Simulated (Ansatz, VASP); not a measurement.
# Cross-check of In2Se between VASP and Ansatz

One calculation is typed for both programs; each brings its own data sets. How far apart do they land? The cell is generated by rule, not measured, and may not be a known phase. The cell is taken from a series of runs on this material, whose earlier steps may have relaxed, scaled, displaced or heated it; both programs get it as it stands.

Method: plane waves, with VASP 6.6.1 beside it; single point at PBEsol, in Ansatz 0.2.0.

The structure was built from a prototype and need not be the compound's stable phase.

## (1) The structure

The structure is orthorhombic, space group P222 (No. 16). Conventional cell: a = 6.628 Å, b = 9.374 Å, c = 9.374 Å, α = 90.00°, β = 90.00°, γ = 90.00°. Se has 4 In at 2.61 to 3.32 Å nearest. Nearest to In lie 2 Se at 3.32 Å. Nearest to In lie 2 Se at 2.61 Å. Nearest to In lie 2 Se at 3.30 Å. Nearest to In lie 2 Se at 2.67 Å. Farther neighbours and most contacts between anions are not listed.

## (2) VASP: single point, PBEsol

With cell and atoms fixed, the geometry can't cause a difference; cores, projectors, grids and the points listed under the comparison can.

Lines of VASP's logs that name or quote its potential files are left out, and so is its time.

Contents of INCAR:

```
SYSTEM = In2Se
PREC = Accurate
ENCUT = 500
EDIFF = 1E-06
NELM = 120
ISMEAR = 1
SIGMA = 0.2
LREAL = .FALSE.
ALGO = Normal
GGA = PS
NBANDS = 79
LORBIT = 11
LWAVE = .FALSE.
LCHARG = .FALSE.
ISIF = 2
LASPH = .TRUE.
GGA_COMPAT = .FALSE.
KPAR = 2
```

Contents of POSCAR:

```
In2Se
1.0
   -6.6284302234      0.0000000000      0.0000000000
    0.0000000000     -6.6284302234     -6.6284302234
    0.0000000000     -6.6284302234      6.6284302234
Se In
4 8
Direct
    0.0000000000      0.5475849921      0.5428080433
    0.0000000000      0.9524150079      0.9571919567
    0.5000000000      0.9524150079      0.5428080433
    0.5000000000      0.5475849921      0.9571919567
    0.7500000000      0.2500000000      0.4687979387
    0.7500000000      0.7500000000      0.0312020613
    0.2500000000      0.0346838988      0.2500000000
    0.2500000000      0.4653161012      0.7500000000
    0.2500000000      0.0346838988      0.7500000000
    0.2500000000      0.4653161012      0.2500000000
    0.7500000000      0.7500000000      0.4687979387
    0.7500000000      0.2500000000      0.0312020613
```

Contents of KPOINTS:

```
Automatic mesh
0
Gamma
6 4 4
0 0 0
```

PAW data sets: Se and In_d (PBE family, release 64).

On the command line:

```bash
mpirun -np 2 vasp_std
```

Numbers of over 12 decimals in the logs are rounded to 6 here.

Output:

```text
[banner, memory and clock lines left out]
running    2 mpi-ranks, on    1 nodes
 distrk:  each k-point on    1 cores,    2 groups
 distr:  one band on    1 cores,    1 groups

 POSCAR found type information on POSCAR SeIn
 POSCAR found :  2 types and      12 ions
|                                                                             |
|               ----> ADVICE to this user running VASP <----                  |
|                                                                             |
|     You enforced a specific xc type in the INCAR file but a different       |
|     [... a line on the potential file left out ...]
|     I HOPE YOU KNOW WHAT YOU ARE DOING!                                     |
|                                                                             |

 LDA part: xc-table for (Slater+PW92), standard interpolation
 POSCAR, INCAR and KPOINTS ok, starting setup
 FFT: planning ... GRIDC
 FFT: planning ... GRID_SOFT
 FFT: planning ... GRID
 WAVECAR not read
 entering main loop
       N       E                     dE             d eps       ncg     rms          rms(c)
DAV:   1     0.120855145213E+04    0.12086E+04   -0.53753E+04  5688   0.158E+03
DAV:   2     0.139560315639E+03   -0.10690E+04   -0.10384E+04  5728   0.416E+02
DAV:   3    -0.228331284398E+02   -0.16239E+03   -0.15523E+03  6722   0.183E+02
DAV:   4    -0.368957038908E+02   -0.14063E+02   -0.13673E+02  6672   0.525E+01
DAV:   5    -0.376479135023E+02   -0.75221E+00   -0.74887E+00  6928   0.110E+01    0.984E+00
DAV:   6    -0.349487181567E+02    0.26992E+01   -0.44612E+00  7736   0.123E+01    0.482E+00
DAV:   7    -0.350159522851E+02   -0.67234E-01   -0.27451E+00  7464   0.522E+00    0.231E+00
DAV:   8    -0.349927269612E+02    0.23225E-01   -0.19581E-01  7273   0.213E+00    0.172E+00
DAV:   9    -0.349852784203E+02    0.74485E-02   -0.68184E-02  7632   0.108E+00    0.419E-01
DAV:  10    -0.349862415600E+02   -0.96314E-03   -0.69437E-03  8043   0.492E-01    0.341E-01
DAV:  11    -0.349869409081E+02   -0.69935E-03   -0.59617E-04  7872   0.103E-01    0.205E-01
DAV:  12    -0.349874298231E+02   -0.48891E-03   -0.56085E-04  6210   0.111E-01    0.613E-02
DAV:  13    -0.349874471531E+02   -0.17330E-04   -0.11410E-04  7354   0.626E-02    0.357E-02
DAV:  14    -0.349874655108E+02   -0.18358E-04   -0.43283E-05  6554   0.292E-02    0.105E-02
DAV:  15    -0.349874694871E+02   -0.39763E-05   -0.52041E-06  4829   0.967E-03    0.533E-03
DAV:  16    -0.349874703096E+02   -0.82259E-06   -0.13013E-06  4758   0.536E-03
   1 F= -.34987470E+02 E0= -.34985247E+02  d E =-.667014E-02
```

Parts of OUTCAR (step 2):

```text
ion  position               nearest neighbor table
   1  0.000  0.548  0.543-  11 2.61   8 2.67  10 3.30   5 3.32
   2  0.000  0.952  0.957-   6 2.61   9 2.67   7 3.30  12 3.32
   3  0.500  0.952  0.543-  11 2.61   9 2.67   7 3.30   5 3.32
   4  0.500  0.548  0.957-   6 2.61   8 2.67  10 3.30  12 3.32
   5  0.750  0.250  0.469-   3 3.32   1 3.32
   6  0.750  0.750  0.031-   2 2.61   4 2.61
   7  0.250  0.035  0.250-   3 3.30   2 3.30
   8  0.250  0.465  0.750-   1 2.67   4 2.67
   9  0.250  0.035  0.750-   2 2.67   3 2.67
  10  0.250  0.465  0.250-   4 3.30   1 3.30
  11  0.750  0.750  0.469-   1 2.61   3 2.61
  12  0.750  0.250  0.031-   4 3.32   2 3.32

  LATTYP: Found a simple tetragonal cell.
 ALAT       =     9.3740159192
 C/A-ratio  =     0.7071067812

 Subroutine GETGRP returns: Found  4 space group operations
 (whereof  1 operations were pure point group operations)

The static configuration has the point symmetry C_1 .
 The point group associated with its full space group is D_2 .

 Found     36 irreducible k-points:

   k-points           NKPTS =     36   k-points in BZ     NKDIM =     36   number of bands    NBANDS=     79

   dimension x,y,z NGX =    48 NGY =   70 NGZ =   70
   dimension x,y,z NGXF=    96 NGYF=  140 NGZF=  140

   ENCUT  =  500.0 eV  36.75 Ry    6.06 a.u.  12.09 17.09 17.09*2*pi/ulx,y,z

   NELECT =     128.0000    total number of electrons

 k-points in reciprocal lattice and weights: Automatic mesh
   0.00000000  0.00000000  0.00000000       0.010
   0.16666667  0.00000000  0.00000000       0.021
   0.33333333  0.00000000  0.00000000       0.021
   0.50000000  0.00000000  0.00000000       0.010
   0.00000000  0.25000000  0.00000000       0.021
   0.00000000  0.00000000  0.25000000       0.021
   0.16666667  0.25000000  0.00000000       0.042
   0.16666667  0.00000000  0.25000000       0.042
   0.33333333  0.25000000  0.00000000       0.042
[...]
0.33333333  0.50000000  0.50000000       0.021
   0.50000000  0.50000000  0.50000000       0.010

 average (electrostatic) potential at core
       1 -56.4812       2 -56.4812       3 -56.4812       4 -56.4812       5 -99.8069
       6 -99.6971       7 -99.8125       8 -99.6612       9 -99.6612      10 -99.8125
      11 -99.6971      12 -99.8069

 E-fermi :   1.6466

 k-point     1 :       0.0000    0.0000    0.0000
  band No.  band energies     occupation
    ...
     61      -0.1270      2.00000
     62       1.0669      2.00033
     63       1.0716      2.00037
     64       1.1442      2.00219
     65       1.6711      0.79415
     66       1.7450      0.26831
     67       2.7535     -0.00000
     68       2.8653     -0.00000
     69       2.9123     -0.00000
     70       3.3398     -0.00000
    ...

 k-point     2 :       0.1667    0.0000    0.0000
  band No.  band energies     occupation
    ...
     61       0.1065      2.00000
     62       0.7801      2.00000
     63       1.1847      2.00520
     64       1.6471      0.99563
     65       1.6832      0.69553
     66       1.7152      0.45558
     67       2.3428     -0.00001
     68       2.4612     -0.00000
     69       3.2793     -0.00000
     70       3.3105     -0.00000
    ...

 k-point     3 :       0.3333    0.0000    0.0000
  band No.  band energies     occupation
    ...
     60       0.0761      2.00000
     61       0.2548      2.00000
     62       0.6257      2.00000
     63       1.0351      2.00014
     64       1.6980      0.58018
     65       1.7332      0.33792
     66       1.9074     -0.06918
     67       2.3476     -0.00001
     68       2.3688     -0.00000
     69       3.0286     -0.00000
    ...

  Total       -5.9549427     -6.1453389     -6.1453389      0.0000000      0.4026741      0.0000000
  in kB      -16.3804606    -16.9041897    -16.9041897      0.0000000      1.1076492      0.0000000
  external PRESSURE =     -16.7296133 kB  Pullay stress =       0.0000000 kB

  energy-cutoff  :      500.00
  volume of cell :      582.45
      direct lattice vectors                 reciprocal lattice vectors
    -6.628430223  0.000000000  0.000000000    -0.150865283  0.000000000  0.000000000
     0.000000000 -6.628430223 -6.628430223     0.000000000 -0.075432641 -0.075432641
     0.000000000 -6.628430223  6.628430223     0.000000000 -0.075432641  0.075432641

 POSITION                                       TOTAL-FORCE (eV/Angst)
 -----------------------------------------------------------------------------------
      0.00000     -7.22759     -0.03166        -0.081093      0.055198      0.102040
      0.00000    -12.65770      0.03166        -0.081093     -0.055198     -0.102040
     -3.31422     -9.91098     -2.71505         0.081093     -0.102040     -0.055198
     -3.31422     -9.97431      2.71505         0.081093      0.102040      0.055198
     -4.97132     -4.76450      1.45029        -0.000000      0.150471     -0.150471
     -4.97132     -5.17814     -4.76450        -0.000000     -0.537890      0.537890
     -1.65711     -1.88701      1.42721         0.000000     -0.159929     -0.159929
     -1.65711     -8.05564      1.88701        -0.000000      0.471356      0.471356
     -1.65711     -5.20122      4.74142        -0.000000     -0.471356     -0.471356
     -1.65711     -4.74142     -1.42721         0.000000      0.159929      0.159929
     -4.97132     -8.07872     -1.86393        -0.000000      0.537890     -0.537890
     -4.97132     -1.86393     -1.45029        -0.000000     -0.150471      0.150471
 -----------------------------------------------------------------------------------
    total drift:                                0.000000      0.000000      0.000000

  FREE ENERGIE OF THE ION-ELECTRON SYSTEM (eV)
  ---------------------------------------------------
  free  energy   TOTEN  =       -34.9874703096 eV

  energy  without entropy=      -34.9808001716  energy(sigma->0) =      -34.98524693

 total charge
# of ion       s       p       d       tot
------------------------------------------
    1        1.487   2.282   0.018   3.787
    2        1.487   2.282   0.018   3.787
    3        1.487   2.282   0.018   3.787
    4        1.487   2.282   0.018   3.787
    5        1.134   0.208   9.839  11.181
    6        1.025   0.416   9.863  11.304
    7        1.133   0.209   9.839  11.181
    8        1.039   0.385   9.859  11.282
    9        1.039   0.385   9.859  11.282
   10        1.133   0.209   9.839  11.181
   11        1.025   0.416   9.863  11.304
   12        1.134   0.208   9.839  11.181
--------------------------------------------------
tot         14.608  11.565  78.873 105.047

[... 3 further parts left out ...]
```

The k-mesh is coarse for a metal.

The run ends at a pressure of -1.67 GPa, with forces up to 0.76 eV/Å.

## (3) Ansatz: single point, PBEsol

Ansatz runs on its default PAW (the set named soft_2) files.

The same cell, functional, mesh and smearing now go to Ansatz, which takes its cutoff from its data sets.

Contents of input.yaml:

```yaml
crystal:
  lattice:
    - [-6.6284302234, 0.0, 0.0]
    - [0.0, -6.6284302234, -6.6284302234]
    - [0.0, -6.6284302234, 6.6284302234]
  atoms:
    - { symbol: Se, position: [0.0, 0.5475849921, 0.5428080433] }
    - { symbol: Se, position: [0.0, -0.0475849921, -0.0428080433] }
    - { symbol: Se, position: [0.5, -0.0475849921, 0.5428080433] }
    - { symbol: Se, position: [0.5, 0.5475849921, -0.0428080433] }
    - { symbol: In, position: [0.75, 0.25, 0.4687979387] }
    - { symbol: In, position: [0.75, 0.75, 0.0312020613] }
    - { symbol: In, position: [0.25, 0.0346838988, 0.25] }
    - { symbol: In, position: [0.25, 0.4653161012, 0.75] }
    - { symbol: In, position: [0.25, 0.0346838988, 0.75] }
    - { symbol: In, position: [0.25, 0.4653161012, 0.25] }
    - { symbol: In, position: [0.75, 0.75, 0.4687979387] }
    - { symbol: In, position: [0.75, 0.25, 0.0312020613] }
kpoints:
  mp_grid: { grid: [6, 4, 4] }
hamiltonian:
  xc: pbesol
scf:
  occupations: { method: methfessel_paxton, width: 0.2 }
output:
  forces: true
  stress: true
  eigenvalues: true
```

On the command line:

```bash
ansatz run input.yaml --threads 8 --pin off --max-ram 14336MiB --backend cpu --events-out ev --progress --plain --runs-dir out
```

Output:

```text
Engine: ansatz 0.2.0, aarch64-unknown-linux-gnu
Pseudopotentials: kind: paw
Pseudopotential: Se, paw, valence charge 16, recommended cutoff 420 eV (normal), Se.paw.azcp
Pseudopotential: In, paw, valence charge 13, recommended cutoff 420 eV (normal), In.paw.azcp
Functional definition: PBEsol
  exchange = pbesol_x
  correlation = pbesol_c
Crystal: 12 atoms, lattice volume = 582.455 Å³
Basis set: ecut = 420 eV, 11407 PW (Γ), exchange–correlation on 90×128×128 points (8 copies of the dense FFT grid, shifted against one another)
Bands: 101, of which v1, the nominal top of the filled ones, is band 84 counted from 1 (83 counted from 0)
Symmetry: 4 space group operations
Space group: P222 (ITA 16), of the structure as read, at distance tolerance 8.4e-5 Å
k-points: 36 of 96 (time reversal used)
Non-local potential: Se, projectors of the file, l = 0: 2, l = 1: 2, l = 2: 3, l = 3: 1
Non-local potential: In, projectors of the file, l = 0: 2, l = 1: 2, l = 2: 2, l = 3: 2
PAW form: soft (Blöchl's): semilocal exchange-correlation on the pseudo side does not see the compensation charge
PAW frozen core: Se, regenerated for the run's functional, and the local potential with it (the file was generated under x = pbe(κ = 0.804, μ = 0.219515), c = pbe(β = 0.066725))
PAW frozen core: In, regenerated for the run's functional, and the local potential with it (the file was generated under x = pbe(κ = 0.804, μ = 0.219515), c = pbe(β = 0.066725))
PAW one-centre angular grid: Se, 590 points (default); XC on 64 Gauss nodes
PAW one-centre angular grid: In, 590 points (default); XC on 64 Gauss nodes
Initial density: superposition of atomic densities (neutral atoms: chi_scale 0, normalization atom), corrected by the library's trained network
Initial wavefunctions: pseudopotential atomic-orbital guess
Functional: x = pbesol(κ = 0.804, μ = 0.123457), c = pbesol(β = 0.046)
SCF iter   1: F=—  HF=-65895.792753 eV  |F-HF|=—  |Δ(HF+E_count)|=         —  Δρ=3.02e-3  dr2=8.57e-2  ethr=1.77e-3  ⟨swp⟩=6.0  Hψ=14060  notcnv=0
preconditioner: auto → LDOS  [metal: Δε(μ)=0.010 eV  Ē_g=12.840 eV  σ=0.200 eV  W_gap=0.04  n_scr=104 (ndim 8)  ℏωp=17.4 eV  f_vac=0.185  D(μ)=9.34/eV (n_scr^D=46)  β→1.0]
SCF iter   2: F=—  HF=-65895.782900 eV  |F-HF|=—  |Δ(HF+E_count)|=   9.85e-3  S|Δr|=    0.00e0  Δρ=2.32e-3  dr2=2.71e-2  ethr=5.10e-5  ⟨swp⟩=2.0  Hψ=6533  notcnv=0
SCF iter   3: F=—  HF=-65895.772518 eV  |F-HF|=—  |Δ(HF+E_count)|=   1.04e-2  S|Δr|=    0.00e0  Δρ=5.01e-4  dr2=1.98e-3  ethr=1.61e-5  ⟨swp⟩=2.0  Hψ=5713  notcnv=0
SCF iter   4: F=—  HF=-65895.772608 eV  |F-HF|=—  |Δ(HF+E_count)|=   9.02e-5  S|Δr|=    0.00e0  Δρ=1.37e-4  dr2=2.25e-4  ethr=1.18e-6  ⟨swp⟩=2.0  Hψ=5726  notcnv=0
SCF iter   5: F=—  HF=-65895.772690 eV  |F-HF|=—  |Δ(HF+E_count)|=   8.19e-5  S|Δr|=    0.00e0  Δρ=6.63e-5  dr2=5.63e-5  ethr=1.34e-7  ⟨swp⟩=2.0  Hψ=5753  notcnv=0
SCF iter   6: F=—  HF=-65895.772809 eV  |F-HF|=—  |Δ(HF+E_count)|=   1.19e-4  S|Δr|=    0.00e0  Δρ=2.14e-5  dr2=5.54e-6  ethr=3.35e-8  ⟨swp⟩=2.0  Hψ=5718  notcnv=0
SCF iter   7: F=—  HF=-65895.772810 eV  |F-HF|=—  |Δ(HF+E_count)|=   1.42e-6  S|Δr|=    0.00e0  Δρ=7.25e-6  dr2=7.87e-7  ethr=3.30e-9  ⟨swp⟩=2.0  Hψ=5700  notcnv=0
SCF iter   8: F=—  HF=-65895.772811 eV  |F-HF|=—  |Δ(HF+E_count)|=   1.58e-7  S|Δr|=    0.00e0  Δρ=3.50e-6  dr2=2.03e-7  ethr=4.68e-10  ⟨swp⟩=2.1  Hψ=5591  notcnv=0
SCF iter   9: F=-65895.772811 eV  HF=-65895.772811 eV  |F-HF|=2.01e-8  |Δ(HF+E_count)|=   7.48e-9  S|Δr|=    0.00e0  Δρ=1.33e-6  dr2=3.64e-8  ethr=5.95e-11  ⟨swp⟩=9.8  Hψ=13937  notcnv=0
SCF 1 converged in 9 iterations: F = -65895.772811 eV  dr2 = 3.64e-8
  greatest PAW one-centre occupation: 1.000 electrons in one spin orbital (limit 2), on the Se atom at site 3 (counted from 0), in its partial waves of l = 2
SCF converged after 9 iterations
Stability not checked: this state was not tested for a lower state beside it, because cold or Methfessel-Paxton smearing, or corrected tetrahedra, fill the levels in a way that the test cannot read (fill_not_monotonic; see scf.lower_state_search)
Free energy (F): -65895.772811 eV
Harris-Foulkes:  -65895.772811 eV  (|F-HF|=2.01e-8)
Internal energy: -65895.766196 eV  (E = F + TS)
E sigma→0 (E₀):  -65895.771157 eV
Entropy (-TS):   -0.006615 eV (-0.551 meV/atom)
Fermi energy:    3.421020 eV
--- Per-component energies (eV) ---
  E_band       = -2741.528924
  E_kinetic    = 2379.833192
  E_local      = -25742.667816  (includes V_loc(G=0)·N_el)
  E_nonlocal   = 568.433854
  E_hartree    = 11362.626335
  E_xc         = -2111.767504
  E_vxc        = -1175.136124  (∫ρ·V_xc dr)
  E_paw        = -40110.136072  (= ΣΔE_a)
  E_vpaw       = -1497.241529  (= ΣTr[D̂ρ^β])
  E_aug_tail   = -0.002205  (compensation charges beyond the density's cutoff)
  E_ewald      = -12248.007001
  E_core_change = 5.921022  (= ΣΔE_core)
  E_smearing   = -0.006615  (= −TS)
  E_closure    = 0.000000  (closes the sum)
  Σ components = -65895.772811   (vs F -65895.772811, Δ=0.00e0)
--- Forces (eV/Å), atoms counted from 1 ---
  atom   1  Se    -0.08102635     0.05542470     0.10205050
  atom   2  Se    -0.08102635    -0.05542470    -0.10205050
  atom   3  Se     0.08102635    -0.10205050    -0.05542470
  atom   4  Se     0.08102635     0.10205050     0.05542470
  atom   5  In     0.00000000     0.15018834    -0.15018834
  atom   6  In    -0.00000000    -0.53440461     0.53440461
  atom   7  In    -0.00000000    -0.15935792    -0.15935792
  atom   8  In     0.00000000     0.46729849     0.46729849
  atom   9  In     0.00000000    -0.46729849    -0.46729849
  atom  10  In    -0.00000000     0.15935792     0.15935792
  atom  11  In     0.00000000     0.53440461    -0.53440461
  atom  12  In    -0.00000000    -0.15018834     0.15018834
  max |Σ_I F_I| component: 5.55e-17 eV/Å
--- Stress (GPa, compression-positive) ---
       -1.636068       0.000000       0.000000
        0.000000      -1.683791       0.111062
        0.000000       0.111062      -1.683791
  P = ⅓ Tr σ = -1.6679 GPa (-16.679 kbar)
--- Band table (eV; the first three rows and the last of 36) ---
  k-point 0: bands = [... 80 lower, 1.6473, 2.8392, 2.8465, 2.9165, 3.4469, 3.5153, 4.5266, 4.6396, ... 13 higher]
  k-point 1: bands = [... 80 lower, 1.7047, 2.5952, 2.7346, 2.9858, 3.5868, 3.6790, 4.1307, 4.3475, ... 13 higher]
  k-point 2: bands = [... 80 lower, 1.9335, 2.2904, 2.5741, 3.2761, 3.6222, 3.7670, 3.8229, 4.0650, ... 13 higher]
  k-point 35: bands = [... 80 lower, 1.8512, 2.6156, 2.7609, 3.0844, 3.7467, 3.7713, 4.1066, 4.4986, ... 13 higher]
```

The run ends at a pressure of -1.67 GPa, with forces up to 0.76 eV/Å.

## (4) Differences

Known differences besides the potentials themselves: the data sets hold 168 valence electrons in Ansatz (on its default PAW (the set named soft_2) files) and 128 in VASP; the cutoff is 420 eV in Ansatz and 500 eV in VASP; Ansatz makes its cores anew for this functional, VASP keeps those of its PBE data sets. Total energies have different zeros and are not compared.

The two programs side by side:

```
      quantity  Ansatz   VASP  difference
pressure (GPa)   -1.67  -1.67       +0.01
```

Forces on 7 of the 12 atoms, those with the largest forces and the largest differences (eV/Å; atoms numbered as in POSCAR):

```
atom         Ansatz x, y, z           VASP x, y, z
 In6   0.000, -0.534, 0.534   0.000, -0.538, 0.538
 In7  0.000, -0.159, -0.159  0.000, -0.160, -0.160
 In8    0.000, 0.467, 0.467    0.000, 0.471, 0.471
 In9  0.000, -0.467, -0.467  0.000, -0.471, -0.471
In10    0.000, 0.159, 0.159    0.000, 0.160, 0.160
In11   0.000, 0.534, -0.534   0.000, 0.538, -0.538
In12   0.000, -0.150, 0.150   0.000, -0.150, 0.150
```

The forces differ by 1.8 meV/Å r.m.s., which is 0.7 % of the r.m.s. force of 0.254 eV/Å (both taken over all components).

## (5) Results

```json
{"r.m.s. force difference (single point, PBEsol)": "0.71 % of the r.m.s. force"}
```

**Reading.** The r.m.s. force difference is 0.71 % of the r.m.s. force (single point, PBEsol), within the 3 % picked in this series as the mark of a large difference. The data sets hold unlike numbers of valence electrons (168 in Ansatz and 128 in VASP), so part of the differences comes from the potentials. Such differences can come from data sets, numerical settings and the points named under the comparisons, not from the functional's error against experiment.

[Lines on the potential files, build, host, timing and source positions are cut from VASP's logs without a mark.]

[Logs are printed without paths, hosts, clocks, repeated set-up lines and the standing remarks that a program may print on its own settings, such as how far it seeks lower states.]

[Hosts, paths, dates, database ids (printed as entryN), source tags and the programs' standing remarks are cut or masked in the printed files.]
